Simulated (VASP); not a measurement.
Method: PBEsol GGA, VASP's PBE PAW potentials (set 64) (plane waves; VASP 6.6.1).

The input files of a VASP run:

INCAR:
```
# general
SYSTEM =Ga3InN4
PREC   =Accurate
ENCUT  =520   # plane-wave cut-off (eV)
LREAL  =F   # projection in real space or not
LASPH  =T   # aspherical one-centre terms

# electronic loop
EDIFF  =1E-7
NELM   =100   # most electronic steps
ALGO   =Normal   # blocked Davidson
LMAXMIX=4   # l cut-off of mixed one-centre charges

# smearing
ISMEAR =-5   # tetrahedra, Bloechl

# functional
GGA    =PS   # PBEsol

# ions
ISIF   =2   # forces and stress, cell fixed

# output
LWAVE  =F
LCHARG =T
LORBIT =11   # lm-projected
NEDOS  =601   # DOS grid

# other
LEFG   =T
```

File POSCAR:
```
Ga3InN4
1
    0.0000000000     2.3061606422     2.3061606422
    2.3061606422     0.0000000000     2.3061606422
    9.2705067020     9.2705067020    -0.0458641334
In N Ga
1 4 3
Direct
  0.0019625885   0.0019625885   0.9985280586
  0.2248941892   0.2248941892   0.0813293581
  0.2424885649   0.2424885649   0.3181335763
  0.2565818247   0.2565818247   0.5575636315
  0.2710798656   0.2710798656   0.7966901008
  0.9868629251   0.9868629251   0.2598528062
  0.0011607346   0.0011607346   0.4991294491
  0.0149693074   0.0149693074   0.7387730194
```

### KPOINTS
```
Automatic mesh
0
Gamma
9 9 3
0 0 0
```

POTCAR, in this order: In_d N Ga_d (PBE.64 set). Program: vasp_std.

The resulting files:

**OUTCAR**
```
 ion  position               nearest neighbor table
   1  0.002  0.002  0.999-   2 2.08   2 2.08   2 2.08   5 2.17   8 3.36   8 3.36   8 3.36   6 3.38
                             6 3.38   6 3.38
   2  0.225  0.225  0.081-   6 1.92   1 2.08   1 2.08   1 2.08
   3  0.242  0.242  0.318-   7 1.94   6 1.98   6 1.98   6 1.98
   4  0.257  0.257  0.558-   8 1.94   7 1.98   7 1.98   7 1.98
   5  0.271  0.271  0.797-   8 1.98   8 1.98   8 1.98   1 2.17
   6  0.987  0.987  0.260-   2 1.92   3 1.98   3 1.98   3 1.98   1 3.38   1 3.38   1 3.38
   7  0.001  0.001  0.499-   3 1.94   4 1.98   4 1.98   4 1.98
   8  0.015  0.015  0.739-   4 1.94   5 1.98   5 1.98   5 1.98   1 3.36   1 3.36   1 3.36
  LATTYP: Found a trigonal (rhomboedric) cell.
 ALAT       =    10.8950871253
 COS(alpha) =     0.9551959063
 Subroutine PRICEL returns:
 Original cell was already a primitive cell.
 Subroutine GETGRP returns: Found  6 space group operations
The static configuration has the point symmetry C_3v.
The dynamic configuration has the point symmetry C_3v.
 Subroutine INISYM returns: Found  6 space group operations
 Subroutine IBZKPT returns following result:
 Found     57 irreducible k-points:

 Following reciprocal coordinates:
            Coordinates               Weight
  0.000000  0.000000  0.000000      1.000000
  0.111111  0.000000 -0.000000      4.000000
  0.222222  0.000000 -0.000000      4.000000
  0.333333  0.000000 -0.000000      6.000000
  0.444444  0.000000 -0.000000      4.000000
  0.111111  0.111111 -0.000000      2.000000
  0.222222  0.111111 -0.000000      4.000000
  0.333333  0.111111 -0.000000      8.000000
  0.444444  0.111111 -0.000000      4.000000
 -0.444444  0.111111  0.000000      4.000000
 -0.333333  0.111111 -0.000000      8.000000
 -0.222222  0.111111 -0.000000      4.000000
 -0.111111  0.111111  0.000000      2.000000
  0.222222  0.222222 -0.000000      2.000000
  0.333333  0.222222 -0.000000      8.000000
  0.444444  0.222222 -0.000000      4.000000
...
```

File OSZICAR:
```
       N       E                     dE             d eps       ncg     rms          rms(c)
DAV:   1     0.798164643405E+03    0.79816E+03   -0.33575E+04  5226   0.290E+03
DAV:   2     0.101212916944E+03   -0.69695E+03   -0.67578E+03  5182   0.685E+02
DAV:   3    -0.449165031473E+02   -0.14613E+03   -0.14263E+03  5579   0.238E+02
DAV:   4    -0.576691360788E+02   -0.12753E+02   -0.12650E+02  6527   0.698E+01
DAV:   5    -0.580093079645E+02   -0.34017E+00   -0.33927E+00  7076   0.128E+01    0.162E+01
DAV:   6    -0.502901042651E+02    0.77192E+01   -0.29468E+01  8891   0.597E+01    0.865E+00
DAV:   7    -0.505628502230E+02   -0.27275E+00   -0.42635E+00  5396   0.123E+01    0.412E+00
DAV:   8    -0.504843180620E+02    0.78532E-01   -0.27751E-01  7393   0.678E+00    0.211E+00
DAV:   9    -0.504577722194E+02    0.26546E-01   -0.74895E-02  7916   0.516E+00    0.359E-01
DAV:  10    -0.504582002311E+02   -0.42801E-03   -0.11887E-02  6761   0.176E+00    0.264E-01
DAV:  11    -0.504584450367E+02   -0.24481E-03   -0.33516E-03  8212   0.722E-01    0.133E-01
DAV:  12    -0.504584711229E+02   -0.26086E-04   -0.51833E-04  7000   0.526E-01    0.411E-02
DAV:  13    -0.504584925825E+02   -0.21460E-04   -0.31433E-04  5796   0.157E-01    0.227E-02
DAV:  14    -0.504584921981E+02    0.38441E-06   -0.20956E-05  6560   0.135E-01    0.109E-02
DAV:  15    -0.504584923861E+02   -0.18801E-06   -0.10073E-05  8716   0.326E-02    0.366E-03
DAV:  16    -0.504584922886E+02    0.97443E-07   -0.17824E-06  7801   0.244E-02    0.307E-03
DAV:  17    -0.504584923029E+02   -0.14279E-07   -0.44021E-07  4996   0.736E-03
   1 F= -.50458492E+02 E0= -.50458492E+02  d E =0.000000E+00
```

OUTCAR:
```
------------------------ aborting loop because EDIFF is reached ----------------------------------------
  FORCE on cell =-STRESS in cart. coord.  units (eV):
  Direction    XX          YY          ZZ          XY          YZ          ZX
  --------------------------------------------------------------------------------------
  Total        0.0285852      0.0285852      0.0285852      0.0244326     -0.0244326     -0.0244326
  in kB        0.4633048      0.4633048      0.4633048      0.3959991     -0.3959991     -0.3959991
  external PRESSURE =       0.4633048 kB  Pullay stress =       0.0000000 kB
  volume of cell :       98.85
      direct lattice vectors                 reciprocal lattice vectors
     0.000000000  2.306160642  2.306160642    -0.216275577  0.217345560  0.216275577
     2.306160642  0.000000000  2.306160642     0.217345560 -0.216275577  0.216275577
     9.270506702  9.270506702 -0.045864133     0.053801398  0.053801398 -0.053801398
 POSITION                                       TOTAL-FORCE (eV/Angst)
 -----------------------------------------------------------------------------------
      9.26139      9.26139     -0.03674        -0.009014     -0.009014      0.009014
      1.27261      1.27261      1.03355         0.002260      0.002260     -0.002260
      3.50848      3.50848      1.10384        -0.000037     -0.000037      0.000037
      5.76062      5.76062      1.15787         0.002474      0.002474     -0.002474
      8.01087      8.01087      1.21377         0.001797      0.001797     -0.001797
      4.68483      4.68483      4.53981         0.000830      0.000830     -0.000830
      4.62986      4.62986     -0.01754         0.003258      0.003258     -0.003258
      6.88332      6.88332      0.03516        -0.001569     -0.001569      0.001569
 -----------------------------------------------------------------------------------
    total drift:                               -0.000253     -0.000253      0.000268
  FREE ENERGIE OF THE ION-ELECTRON SYSTEM (eV)
  ---------------------------------------------------
  free  energy   TOTEN  =       -50.4584923029 eV

  energy  without entropy=      -50.4584923029  energy(sigma->0) =      -50.45849230

 total charge

# of ion       s       p       d       tot
------------------------------------------
    1        0.784   0.907  10.037  11.729
    2        1.231   2.493   0.000   3.723
    3        1.220   2.474   0.000   3.694
    4        1.220   2.473   0.000   3.693
    5        1.225   2.442   0.000   3.667
    6        0.784   0.864  10.163  11.812
    7        0.788   0.865  10.158  11.810
    8        0.788   0.862  10.162  11.812
--------------------------------------------------
tot          8.039  13.381  40.520  61.940
```
(Selected blocks of OUTCAR.)

**OUTCAR**
```
 val. band max:        5.9349905641   @ k =   0.0000   0.0000   0.0000

 cond. band min:       6.4941786475   @ k =   0.0000   0.0000   0.0000


 Fermi energy:         5.9659936046

 k-point     1 :       0.0000    0.0000    0.0000
  band No.  band energies     occupation
      1     -10.0194      2.00000
      2      -9.6054      2.00000
      3      -9.4519      2.00000
      4      -9.2528      2.00000
      5      -7.9199      2.00000
      6      -7.9199      2.00000
      7      -7.8405      2.00000
      8      -7.8197      2.00000
      9      -7.8197      2.00000
     10      -7.6930      2.00000
     11      -7.6930      2.00000
     12      -7.6674      2.00000
     13      -7.6674      2.00000
     14      -7.6121      2.00000
     15      -7.6121      2.00000
     16      -7.5453      2.00000
     17      -7.5453      2.00000
     18      -7.4277      2.00000
     19      -7.4219      2.00000
     20      -7.4219      2.00000
     21      -7.3385      2.00000
     22      -7.1359      2.00000
     23      -7.1359      2.00000
     24      -6.0931      2.00000
     25      -1.2585      2.00000
     26       1.6583      2.00000
     27       1.8508      2.00000
     28       4.5069      2.00000
     29       4.5069      2.00000
     30       4.9059      2.00000
     31       4.9059      2.00000
     32       5.1949      2.00000
     33       5.1949      2.00000
     34       5.5323      2.00000
     35       5.9350      2.00000
     36       5.9350      2.00000
     37       6.4942      0.00000
     38       8.8951      0.00000
     39       9.1637      0.00000
     40       9.7274      0.00000
     41      12.7447      0.00000
     42      14.1806      0.00000
     43      14.4850      0.00000

 k-point     2 :       0.1111    0.0000   -0.0000
  band No.  band energies     occupation
      1      -9.9089      2.00000
      2      -9.5677      2.00000
      3      -9.4044      2.00000
      4      -9.2378      2.00000
      5      -7.9023      2.00000
...
```

Unless said otherwise, spin-orbit coupling is left out, though it shifts the bands of the heavy elements here.

The structure was generated: Ga3InN4 was put into an ordered model structure (R3m), which need not be its known phase. It was relaxed first.
